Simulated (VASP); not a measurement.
These are PBEsol GGA, VASP's PBE PAW potentials (set 64) (plane waves; VASP) values and carry that method's errors.

VASP input:

### POSCAR
```
FeP2
11.1657210
  0.4407739852   0.0000000000   0.0000000000
  0.0000000000   0.4999999802   0.0000000000
  0.0000000000   0.0000000000   0.2403711149
Fe P
2 4
Cart
  0.2203869926   0.2499999901   0.1201855575
  0.0000000000   0.0000000000   0.0000000000
  0.1448418162   0.4333595208   0.1201855575
  0.2959321689   0.0666404594   0.1201855575
  0.3652288088   0.3166404494   0.0000000000
  0.0755451763   0.1833595307   0.0000000000
```

### INCAR
```
! general
SYSTEM    =  FeP2
PREC      =  Accurate
ENCUT     =  400
LREAL     =  F
LASPH     =  T

! electronic loop
EDIFF     =  1E-8
NELM      =  100
ALGO      =  Normal
LMAXMIX   =  4

! smearing
ISMEAR    =  0
SIGMA     =  0.01

! functional
GGA       =  PS

! ions
IBRION    =  8
NSW       =  1

! output
LWAVE     =  F
LCHARG    =  F

! other
LEPSILON  =  T
```

### KPOINTS
```
Automatic mesh
0
Gamma
6 5 10
0 0 0
```

POTCAR, in this order: Fe P (PBE.64 set). Program: vasp_std.

Output

### OUTCAR
```


 HEAD OF MICROSCOPIC STATIC DIELECTRIC TENSOR (INDEPENDENT PARTICLE, excluding Hartree and local field effects)
 ------------------------------------------------------
          22.414350     0.000000     0.000000
           0.000000    26.500213     0.000000
           0.000000     0.000000    19.447133
 ------------------------------------------------------

 MACROSCOPIC STATIC DIELECTRIC TENSOR (including local field effects in DFT)
 ------------------------------------------------------
          21.876492     0.000000     0.000000
          -0.000000    25.987468     0.000000
           0.000000     0.000000    18.923582
 ------------------------------------------------------

 PIEZOELECTRIC TENSOR (including local field effects)  for field in x, y, z        (e  Angst)
          XX          YY          ZZ          XY          YZ          ZX
  --------------------------------------------------------------------------------
  x     0.00000     0.00000     0.00000     0.00000     0.00000     0.00000
  y     0.00000     0.00000     0.00000     0.00000     0.00000     0.00000
  z     0.00000     0.00000     0.00000     0.00000     0.00000     0.00000

 PIEZOELECTRIC TENSOR (including local field effects)  for field in x, y, z        (C/m^2)
          XX          YY          ZZ          XY          YZ          ZX
  --------------------------------------------------------------------------------
  x     0.00000     0.00000     0.00000     0.00000     0.00000     0.00000
  y     0.00000     0.00000     0.00000     0.00000     0.00000     0.00000
  z     0.00000     0.00000     0.00000     0.00000     0.00000     0.00000

 BORN EFFECTIVE CHARGES (including local field effects) (in |e|, cummulative output)
 ---------------------------------------------------------------------------------
 ion    1
    1    -6.13496    -0.07425     0.00000
    2    -1.05292    -5.66330     0.00000
    3     0.00000     0.00000    -6.98586
 ion    2
    1    -6.13496     0.07425     0.00000
    2     1.05292    -5.66330     0.00000
    3     0.00000     0.00000    -6.98586
 ion    3
    1     3.06748    -0.41058     0.00000
    2    -0.21612     2.83165     0.00000
    3     0.00000     0.00000     3.49293
 ion    4
    1     3.06748    -0.41058     0.00000
    2    -0.21612     2.83165     0.00000
    3     0.00000     0.00000     3.49293
 ion    5
    1     3.06748     0.41058     0.00000
    2     0.21612     2.83165     0.00000
    3     0.00000     0.00000     3.49293
 ion    6
    1     3.06748     0.41058     0.00000
    2     0.21612     2.83165     0.00000
    3     0.00000     0.00000     3.49293
```
(Selected blocks of OUTCAR.)

The dielectric response may not be converged in the k-mesh; for small gaps it tends to come out too large.

The structure comes from a computed database's FeP2 entry (Pnnm); how it stands against other phases isn't given here. It was relaxed first. The run is not spin-polarised, so no magnetic state was tried.
